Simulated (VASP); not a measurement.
Crystal: Ca2ZrN2.

```xyz
5
Lattice="-2.0612 2.0612 4.9386 2.0612 -2.0612 4.9386 2.0612 2.0612 -4.9386" Properties=species:S:1:pos:R:3 pbc="T T T"
Ca    0.0000    2.0612    2.4693
Ca    2.0612    0.0000    2.4693
Zr    0.0000    0.0000    0.0000
N     0.0000    0.0000    3.6348
N     0.0000    0.0000    6.2424
```

The cell was built by a generator and needn't be a form met in nature.

- Program: VASP 6.6.1
- Task: relaxation of cell and atoms
- Functional: PBE
- Potentials or basis: VASP PAW PBE potentials, release 64 (Ca_sv, Zr_sv, N)
- Cutoff: 520 eV
- k mesh: 5 × 5 × 5
- Occupations: gaussian, width 0.15 eV
- Spin: no spin polarisation

At the start: pressure 2.3 GPa; volume 16.78 Å³/atom.

Q: How do energy, volume and symmetry change on relaxing?

A: Over 13 steps the energy falls by 316.0 meV/atom and the volume is 15.12 Å³/atom (-9.9 %); space group I4/mmm (No. 139, to 0.05 Å).

Step by step:
```
step  energy change (eV)  largest force (eV/Å)  pressure (GPa)  volume (Å³)
   1              0.0000                0.1184            2.35        83.92
   2             -0.8583                0.3592           -2.44        86.58
   3             -1.1906                0.4432           -6.23        88.68
   4             -1.1912                0.4487           -5.75        88.43
   5             -1.3759                1.2017           -0.39        80.17
   6             -1.3786                1.1276           -0.86        80.94
   7             -1.5289                0.7410            0.77        77.15
   8             -1.5562                0.3801            2.48        74.70
   9             -1.5622                0.4327           -1.71        76.59
  10             -1.5785                0.0658           -0.01        75.71
  11             -1.5785                0.0599           -0.02        75.69
  12             -1.5785                0.0406           -0.04        75.65
  13             -1.5798                0.0203            0.13        75.59
```

Final structure:
```
CELL_PARAMETERS angstrom
-1.82194 1.82194 5.69275
1.82194 -1.82194 5.69275
1.82194 1.82194 -5.69275
ATOMIC_POSITIONS crystal
Ca 0.75000 0.25000 0.50000
Ca 0.25000 0.75000 0.50000
Zr 0.00000 0.00000 0.00000
N 0.38389 0.38389 0.00000
N 0.61611 0.61611 0.00000
```

Caveat: the k mesh is coarse (spacing up to 0.43 Å⁻¹), so the values aren't converged.
